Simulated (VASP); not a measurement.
# A slab model of Pb(111), strained, part 4 of 4

Aim: model Pb(111), strained by a slab and find how far its highest filled level lies below the vacuum.

VASP 6.6.1; PBE with D3(BJ); plane waves and PAW (Pb).

So far. Step 5 (The slab in a field, field 0.1): Energy at zero smearing: -15.15315 eV.

### Step 7. Slab, bad settings

This step: PBE with D3(BJ); plane waves and PAW (Pb) (VASP 6.6.1).

As a lesson, the run is repeated with a fault in its input.

The input, INCAR:

```
SYSTEM = Pb
PREC = Normal
ENCUT = 300
EDIFF = 1E-16
NELM = 75
ISMEAR = -1
SIGMA = 0.1
LREAL = .FALSE.
ALGO = Fast
GGA = PE
IVDW = 12
NBANDS = 14
LORBIT = 11
LWAVE = .FALSE.
LCHARG = .FALSE.
KPAR = 2
LASPH = .TRUE.
IDIPOL = 3
LDIPOL = .TRUE.
DIPOL = 0.5 0.5 0.5
LVHAR = .TRUE.
LVACPOTAV = .TRUE.
```

The input, POSCAR:

```
Pb
1.0
    3.5850313800      0.0000000000      0.0000000000
   -1.7925156900      3.1047282500      0.0000000000
    0.0000000000      0.0000000000     26.4109222428
Pb
4
Direct
    0.0000000000      0.0000000000      0.3416952955
    0.6666666700      0.3333333300      0.4455935717
    0.3333333300      0.6666666700      0.5544064283
    0.0000000000      0.0000000000      0.6583047045
```

The input, KPOINTS:

```
Automatic mesh
0
Gamma
12 12 1
0 0 0
```

The projector-augmented-wave data sets are Pb (PBE family, release 64).

Started as:

```bash
> mpirun -np 2 vasp_std
```

The log of the run:

```text
[... set-up lines as in an earlier step ...]
 entering main loop
       N       E                     dE             d eps       ncg     rms          rms(c)
DAV:   1     0.699501216732E+02    0.69950E+02   -0.32427E+03   532   0.506E+02
DAV:   2    -0.662013097119E+01   -0.76570E+02   -0.68719E+02   802   0.995E+01
DAV:   3    -0.137609419717E+02   -0.71408E+01   -0.70630E+01   658   0.389E+01
DAV:   4    -0.140431610363E+02   -0.28222E+00   -0.28139E+00   808   0.816E+00
DAV:   5    -0.140495593547E+02   -0.63983E-02   -0.63978E-02   714   0.128E+00    0.871E+00
RMM:   6    -0.139831522638E+02    0.66407E-01   -0.79248E-02   608   0.803E-01    0.521E+00
RMM:   7    -0.139693953886E+02    0.13757E-01   -0.63734E-02   594   0.104E+00    0.699E-01
RMM:   8    -0.139551434928E+02    0.14252E-01   -0.18642E-02   661   0.565E-01    0.266E-01
RMM:   9    -0.139549541770E+02    0.18932E-03   -0.51724E-03   710   0.269E-01    0.139E-01
RMM:  10    -0.139542261288E+02    0.72805E-03   -0.96315E-04   678   0.142E-01    0.807E-02
RMM:  11    -0.139545125438E+02   -0.28642E-03   -0.26132E-04   742   0.690E-02    0.333E-02
RMM:  12    -0.139545947863E+02   -0.82243E-04   -0.26200E-04   655   0.545E-02    0.142E-02
RMM:  13    -0.139546575463E+02   -0.62760E-04   -0.35568E-05   674   0.228E-02    0.158E-02
RMM:  14    -0.139547995691E+02   -0.14202E-03   -0.17867E-05   648   0.185E-02    0.612E-03
RMM:  15    -0.139548276304E+02   -0.28061E-04   -0.99780E-06   682   0.106E-02    0.472E-03
RMM:  16    -0.139548707147E+02   -0.43084E-04   -0.17488E-05   711   0.105E-02    0.355E-03
RMM:  17    -0.139548722164E+02   -0.15017E-05   -0.18112E-06   678   0.530E-03    0.224E-03
RMM:  18    -0.139548853725E+02   -0.13156E-04   -0.16607E-06   703   0.313E-03    0.866E-04
RMM:  19    -0.139548919931E+02   -0.66206E-05   -0.25266E-07   714   0.149E-03    0.486E-04
RMM:  20    -0.139549032632E+02   -0.11270E-04   -0.63074E-07   712   0.145E-03    0.378E-04
RMM:  21    -0.139549045705E+02   -0.13073E-05   -0.64880E-08   728   0.589E-04    0.340E-04
RMM:  22    -0.139549059274E+02   -0.13569E-05   -0.80516E-08   729   0.541E-04    0.774E-05
WARNING in EDDRMM: call to ZHEGV failed, returncode =   6  3      2
WARNING in EDDRMM: call to ZHEGV failed, returncode =   6  3      1
RMM:  23    -0.139549059954E+02   -0.68027E-07   -0.73773E-09   748   0.206E-04    0.493E-05
WARNING in EDDRMM: call to ZHEGV failed, returncode =   8  4     13
WARNING in EDDRMM: call to ZHEGV failed, returncode =   6  3      5
WARNING in EDDRMM: call to ZHEGV failed, returncode =   8  4     11
WARNING in EDDRMM: call to ZHEGV failed, returncode =   8  4     13
RMM:  24    -0.139549059994E+02   -0.40208E-08   -0.17026E-09   736   0.815E-05    0.251E-05
WARNING in EDDRMM: call to ZHEGV failed, returncode =   6  3      1
WARNING in EDDRMM: call to ZHEGV failed, returncode =   6  3     11
RMM:  25    -0.139549060001E+02   -0.67814E-09   -0.25678E-10   701   0.360E-05    0.131E-05
WARNING in EDDRMM: call to ZHEGV failed, returncode =   7  4      1
WARNING in EDDRMM: call to ZHEGV failed, returncode =   6  3      1
WARNING in EDDRMM: call to ZHEGV failed, returncode =   8  4     11
WARNING in EDDRMM: call to ZHEGV failed, returncode =   6  3     13
WARNING in EDDRMM: call to ZHEGV failed, returncode =   6  3      1
WARNING in EDDRMM: call to ZHEGV failed, returncode =   6  3      1
WARNING in EDDRMM: call to ZHEGV failed, returncode =   6  3      1
WARNING in EDDRMM: call to ZHEGV failed, returncode =   6  3      1
WARNING in EDDRMM: call to ZHEGV failed, returncode =   6  3      1
WARNING in EDDRMM: call to ZHEGV failed, returncode =   6  3     10
WARNING in EDDRMM: call to ZHEGV failed, returncode =   6  3     13
WARNING in EDDRMM: call to ZHEGV failed, returncode =   8  4     13
RMM:  26    -0.139549059999E+02    0.21612E-09   -0.87476E-11   695   0.205E-05    0.704E-06
WARNING in EDDRMM: call to ZHEGV failed, returncode =   6  3      1
WARNING in EDDRMM: call to ZHEGV failed, returncode =   6  3      1
WARNING in EDDRMM: call to ZHEGV failed, returncode =   6  3     13
WARNING in EDDRMM: call to ZHEGV failed, returncode =   6  3      9
WARNING in EDDRMM: call to ZHEGV failed, returncode =   6  3     13
WARNING in EDDRMM: call to ZHEGV failed, returncode =   6  3     12
WARNING in EDDRMM: call to ZHEGV failed, returncode =   6  3      1
WARNING in EDDRMM: call to ZHEGV failed, returncode =   6  3      7
WARNING in EDDRMM: call to ZHEGV failed, returncode =   6  3     10
WARNING in EDDRMM: call to ZHEGV failed, returncode =   6  3      9
WARNING in EDDRMM: call to ZHEGV failed, returncode =   6  3     10
WARNING in EDDRMM: call to ZHEGV failed, returncode =   6  3      1
WARNING in EDDRMM: call to ZHEGV failed, returncode =   6  3      8
WARNING in EDDRMM: call to ZHEGV failed, returncode =   6  3      9
WARNING in EDDRMM: call to ZHEGV failed, returncode =   6  3     10
WARNING in EDDRMM: call to ZHEGV failed, returncode =   6  3     11
WARNING in EDDRMM: call to ZHEGV failed, returncode =   6  3      8
WARNING in EDDRMM: call to ZHEGV failed, returncode =   6  3     10
WARNING in EDDRMM: call to ZHEGV failed, returncode =   8  4     13
RMM:  27    -0.139549060000E+02   -0.10482E-09   -0.16808E-11   681   0.101E-05    0.348E-06
WARNING in EDDRMM: call to ZHEGV failed, returncode =   6  3      1
WARNING in EDDRMM: call to ZHEGV failed, returncode =   7  4      2
WARNING in EDDRMM: call to ZHEGV failed, returncode =   6  3      4
WARNING in EDDRMM: call to ZHEGV failed, returncode =   6  3      9
WARNING in EDDRMM: call to ZHEGV failed, returncode =   6  3     12
WARNING in EDDRMM: call to ZHEGV failed, returncode =   6  3     13
WARNING in EDDRMM: call to ZHEGV failed, returncode =   6  3      4
WARNING in EDDRMM: call to ZHEGV failed, returncode =   7  4      5
WARNING in EDDRMM: call to ZHEGV failed, returncode =   6  3      1
WARNING in EDDRMM: call to ZHEGV failed, returncode =   6  3     12
WARNING in EDDRMM: call to ZHEGV failed, returncode =   8  4     14
WARNING in EDDRMM: call to ZHEGV failed, returncode =   6  3      2
WARNING in EDDRMM: call to ZHEGV failed, returncode =   6  3      7
WARNING in EDDRMM: call to ZHEGV failed, returncode =   6  3      8
WARNING in EDDRMM: call to ZHEGV failed, returncode =   6  3     10
WARNING in EDDRMM: call to ZHEGV failed, returncode =   8  4     11
WARNING in EDDRMM: call to ZHEGV failed, returncode =   8  4     12
WARNING in EDDRMM: call to ZHEGV failed, returncode =   6  3      1
WARNING in EDDRMM: call to ZHEGV failed, returncode =   6  3      5
WARNING in EDDRMM: call to ZHEGV failed, returncode =   6  3      9
WARNING in EDDRMM: call to ZHEGV failed, returncode =   6  3     12
[...]
WARNING in EDDRMM: call to ZHEGV failed, returncode =   8  4     13
WARNING in EDDRMM: call to ZHEGV failed, returncode =   6  3     12
WARNING in EDDRMM: call to ZHEGV failed, returncode =   6  3     14
WARNING in EDDRMM: call to ZHEGV failed, returncode =   6  3     13
RMM:  32    -0.139549060001E+02   -0.31946E-10    0.39675E-13   259   0.117E-06    0.443E-07
WARNING in EDDRMM: call to ZHEGV failed, returncode =   6  3      7
WARNING in EDDRMM: call to ZHEGV failed, returncode =   6  3      8
WARNING in EDDRMM: call to ZHEGV failed, returncode =   6  3     13
WARNING in EDDRMM: call to ZHEGV failed, returncode =   6  3     13
WARNING in EDDRMM: call to ZHEGV failed, returncode =   6  3     11
WARNING in EDDRMM: call to ZHEGV failed, returncode =   8  4     12
WARNING in EDDRMM: call to ZHEGV failed, returncode =   6  3     13
WARNING in EDDRMM: call to ZHEGV failed, returncode =   6  3     12
WARNING in EDDRMM: call to ZHEGV failed, returncode =   6  3     12
WARNING in EDDRMM: call to ZHEGV failed, returncode =   6  3     13
RMM:  33    -0.139549060001E+02   -0.63665E-11    0.18010E-13   224   0.113E-06    0.444E-07
WARNING in EDDRMM: call to ZHEGV failed, returncode =   6  3      8
WARNING in EDDRMM: call to ZHEGV failed, returncode =   6  3      9
WARNING in EDDRMM: call to ZHEGV failed, returncode =   6  3     13
WARNING in EDDRMM: call to ZHEGV failed, returncode =   8  4     12
WARNING in EDDRMM: call to ZHEGV failed, returncode =   6  3     12
RMM:  34    -0.139549060001E+02    0.68667E-10   -0.18625E-18   186   0.111E-06    0.444E-07
WARNING in EDDRMM: call to ZHEGV failed, returncode =   6  3      9
WARNING in EDDRMM: call to ZHEGV failed, returncode =   6  3     12
WARNING in EDDRMM: call to ZHEGV failed, returncode =   6  3     13
RMM:  35    -0.139549060001E+02   -0.54001E-10   -0.91781E-14   161   0.111E-06    0.441E-07
WARNING in EDDRMM: call to ZHEGV failed, returncode =   6  3     13
RMM:  36    -0.139549060001E+02    0.45475E-11   -0.17388E-18   151   0.110E-06    0.441E-07
WARNING in EDDRMM: call to ZHEGV failed, returncode =   6  3     12
WARNING in EDDRMM: call to ZHEGV failed, returncode =   6  3     12
RMM:  37    -0.139549060001E+02    0.90949E-11   -0.17150E-18   144   0.110E-06    0.441E-07
WARNING in EDDRMM: call to ZHEGV failed, returncode =   6  3     12
RMM:  38    -0.139549060001E+02   -0.77307E-11   -0.17320E-13   145   0.110E-06    0.441E-07
WARNING in EDDRMM: call to ZHEGV failed, returncode =   6  3     12
RMM:  39    -0.139549060001E+02    0.10459E-10   -0.12247E-18   138   0.110E-06    0.441E-07
 num prob WARNING in EDDRMM: call to ZHEGV failed, returncode =   6  3     12
RMM:  40    -0.139549060001E+02   -0.10687E-10   -0.86457E-19   131   0.110E-06    0.441E-07
WARNING in EDDRMM: call to ZHEGV failed, returncode =   6  3     10
WARNING in EDDRMM: call to ZHEGV failed, returncode =   8  4      9
WARNING in EDDRMM: call to ZHEGV failed, returncode =   8  4     11
WARNING in EDDRMM: call to ZHEGV failed, returncode =   8  4     14
RMM:  41    -0.139549060001E+02    0.18645E-10   -0.88330E-19   125   0.110E-06    0.441E-07
 num prob WARNING in EDDRMM: call to ZHEGV failed, returncode =   8  4     10
RMM:  42    -0.139549060001E+02   -0.48203E-10   -0.61896E-19   119   0.110E-06    0.441E-07
 num prob WARNING in EDDRMM: call to ZHEGV failed, returncode =   6  3     11
WARNING in EDDRMM: call to ZHEGV failed, returncode =   8  4      9
WARNING in EDDRMM: call to ZHEGV failed, returncode =   8  4     14
WARNING in EDDRMM: call to ZHEGV failed, returncode =   8  4     10
RMM:  43    -0.139549060001E+02    0.18076E-10   -0.64136E-19   121   0.110E-06    0.441E-07
WARNING in EDDRMM: call to ZHEGV failed, returncode =   6  3     11
WARNING in EDDRMM: call to ZHEGV failed, returncode =   8  4     14
WARNING in EDDRMM: call to ZHEGV failed, returncode =   6  3     10
RMM:  44    -0.139549060001E+02    0.13415E-10   -0.44597E-19   121   0.110E-06    0.441E-07
 num prob WARNING in EDDRMM: call to ZHEGV failed, returncode =   7  4      9
WARNING in EDDRMM: call to ZHEGV failed, returncode =   6  3     14
WARNING in EDDRMM: call to ZHEGV failed, returncode =   8  4     10
RMM:  45    -0.139549060001E+02   -0.10346E-10   -0.46775E-19   119   0.110E-06    0.441E-07
 num prob WARNING in EDDRMM: call to ZHEGV failed, returncode =   6  3     14
WARNING in EDDRMM: call to ZHEGV failed, returncode =   6  3     10
RMM:  46    -0.139549060001E+02   -0.12847E-10   -0.32277E-19   112   0.110E-06    0.441E-07
 num prob WARNING in EDDRMM: call to ZHEGV failed, returncode =   6  3     11
WARNING in EDDRMM: call to ZHEGV failed, returncode =   6  3     14
WARNING in EDDRMM: call to ZHEGV failed, returncode =   6  3     10
RMM:  47    -0.139549060001E+02    0.18076E-10   -0.34211E-19   108   0.110E-06    0.441E-07
 num prob WARNING in EDDRMM: call to ZHEGV failed, returncode =   7  4     11
WARNING in EDDRMM: call to ZHEGV failed, returncode =   6  3     14
RMM:  48    -0.139549060001E+02   -0.10914E-10   -0.23433E-19   109   0.110E-06    0.441E-07
 num prob WARNING in EDDRMM: call to ZHEGV failed, returncode =   6  3     11
WARNING in EDDRMM: call to ZHEGV failed, returncode =   8  4     14
RMM:  49    -0.139549060001E+02    0.11141E-10   -0.25066E-19   109   0.110E-06    0.441E-07
WARNING in EDDRMM: call to ZHEGV failed, returncode =   6  3     11
WARNING in EDDRMM: call to ZHEGV failed, returncode =   8  4     14
WARNING in EDDRMM: call to ZHEGV failed, returncode =   8  4     11
WARNING in EDDRMM: call to ZHEGV failed, returncode =   8  4     14
RMM:  50    -0.139549060001E+02   -0.11255E-10   -0.17051E-19   107   0.110E-06    0.441E-07
 num prob WARNING in EDDRMM: call to ZHEGV failed, returncode =   8  4     13
WARNING in EDDRMM: call to ZHEGV failed, returncode =   8  4     14
RMM:  51    -0.139549060001E+02   -0.22737E-11   -0.18387E-19   102   0.110E-06    0.441E-07
 num prob WARNING in EDDRMM: call to ZHEGV failed, returncode =   6  3     14
WARNING in EDDRMM: call to ZHEGV failed, returncode =   6  3     14
RMM:  52    -0.139549060001E+02    0.18190E-10   -0.12425E-19    98   0.110E-06    0.441E-07
 num prob  num prob WARNING in EDDRMM: call to ZHEGV failed, returncode =   8  4     13
WARNING in EDDRMM: call to ZHEGV failed, returncode =   8  4     13
RMM:  53    -0.139549060001E+02    0.15348E-10   -0.13495E-19    96   0.110E-06    0.441E-07
WARNING in EDDRMM: call to ZHEGV failed, returncode =   6  3     13
WARNING in EDDRMM: call to ZHEGV failed, returncode =   8  4     11
RMM:  54    -0.139549060001E+02    0.23874E-11   -0.90640E-20   100   0.110E-06    0.441E-07
 num prob  num prob WARNING in EDDRMM: call to ZHEGV failed, returncode =   6  3     14
WARNING in EDDRMM: call to ZHEGV failed, returncode =   8  4     13
RMM:  55    -0.139549060001E+02   -0.55707E-11   -0.99063E-20    98   0.110E-06    0.441E-07
WARNING in EDDRMM: call to ZHEGV failed, returncode =   6  3     14
WARNING in EDDRMM: call to ZHEGV failed, returncode =   6  3     11
WARNING in EDDRMM: call to ZHEGV failed, returncode =   8  4     13
WARNING in EDDRMM: call to ZHEGV failed, returncode =   8  4     14
RMM:  56    -0.139549060001E+02   -0.31832E-11   -0.66177E-20    93   0.110E-06    0.441E-07
 num prob WARNING in EDDRMM: call to ZHEGV failed, returncode =   6  3     13
WARNING in EDDRMM: call to ZHEGV failed, returncode =   6  3     11
WARNING in EDDRMM: call to ZHEGV failed, returncode =   8  4     13
RMM:  57    -0.139549060001E+02    0.63665E-11   -0.72742E-20    89   0.110E-06    0.441E-07
 num prob WARNING in EDDRMM: call to ZHEGV failed, returncode =   6  3     12
WARNING in EDDRMM: call to ZHEGV failed, returncode =   6  3     13
WARNING in EDDRMM: call to ZHEGV failed, returncode =   6  3     11
RMM:  58    -0.139549060001E+02   -0.13642E-11    0.20744E-17    88   0.110E-06    0.441E-07
WARNING in EDDRMM: call to ZHEGV failed, returncode =   6  3     13
WARNING in EDDRMM: call to ZHEGV failed, returncode =   8  4     11
WARNING in EDDRMM: call to ZHEGV failed, returncode =   6  3     14
RMM:  59    -0.139549060001E+02   -0.68212E-12   -0.16785E-19    91   0.110E-06
 [... a notice as in an earlier step ...]

   1 F= -.15185481E+02 E0= -.15149491E+02  d E =-.719817E-01
```

Elapsed: 38 s, on 2 MPI ranks of Intel Xeon Platinum 8259CL at 2.50GHz (Skylake/Cascade Lake), shared host; peak memory 0.37 GiB; 74 s of CPU time.

OUTCAR, selected parts (step 7):

```text
   NELECT =      16.0000    total number of electrons

 E-fermi :  -0.2354

 k-point     1 :       0.0000    0.0000    0.0000
  band No.  band energies     occupation
    ...
      2     -10.9038      2.00000
      3      -9.6273      2.00000
      4      -8.5037      2.00000
      5      -3.3643      2.00000
      6      -1.4174      1.99999
      7       1.1298      0.00000
      8       2.9428      0.00000
      9       3.4530      0.00000
     10       4.3691      0.00000
     11       4.4475      0.00000
    ...

 Edisp (eV)   -1.23058

  Total      -2.01989    -2.01989    -0.23832     0.00000    -0.00000     0.00000
  in kB     -11.00877   -11.00877    -1.29890     0.00000    -0.00000     0.00000
  external pressure =       -7.77 kB  Pullay stress =        0.00 kB

 POSITION                                       TOTAL-FORCE (eV/Angst)
 -----------------------------------------------------------------------------------
      0.00000      0.00000      9.02449         0.000000     -0.000000      0.023514
      1.79252      1.03491     11.76854         0.000000      0.000000      0.011929
     -0.00000      2.06982     14.64239        -0.000000      0.000000     -0.011929
      0.00000      0.00000     17.38643        -0.000000      0.000000     -0.023514
 -----------------------------------------------------------------------------------
    total drift:                               -0.000000     -0.000000     -0.000000

  FREE ENERGIE OF THE ION-ELECTRON SYSTEM (eV)
  ---------------------------------------------------
  free  energy   TOTEN  =       -15.1854814444 eV

  energy  without entropy=      -15.1134997084  energy(sigma->0) =      -15.14949058

[... 12 parts as in an earlier step ...]

[... 7 further parts left out ...]
```

The fault in the input: threshold below the noise. The run ended without an error; the comparison shows what it cost.

Against the run that it repeats, NBANDS also differs.

The two runs compared:

```
                    quantity  this run  the run it repeats  difference
energy at zero smearing (eV)   -15.149             -15.149     -1.0e-8
    free energy (TOTEN) (eV)   -15.185             -15.185     -1.0e-9
           electronic cycles        59                  22          37
```

The energy stays within 0.1 meV an atom.

### Step 8. What came out

- work function of the slab: 3.88 eV
- polarisability per area of the slab or monolayer: 0.946 Å

The work function is 3.88 eV at both faces. The atom that ends on top (Pb) moved inwards by 0.02 Å, counted from the mean of all atoms. Spin-orbit coupling is left out, which matters for the heavy elements here. The cell in the plane was kept as given and was not relaxed here.

[Lines on the potential files, build, host, timing and source positions are cut from VASP's logs without a mark.]

[Logs are printed without paths, hosts, clocks, repeated set-up lines and the standing remarks that a program may print on its own settings, such as how far it seeks lower states.]

[Hosts, paths, dates, database ids (printed as entryN), source tags and the programs' standing remarks are cut or masked in the printed files.]

[In band tables of VASP the shares of atoms and orbitals are scaled to a sum of 1 inside the atoms' spheres.]

[Runs that stopped without an error message from VASP are left out.]
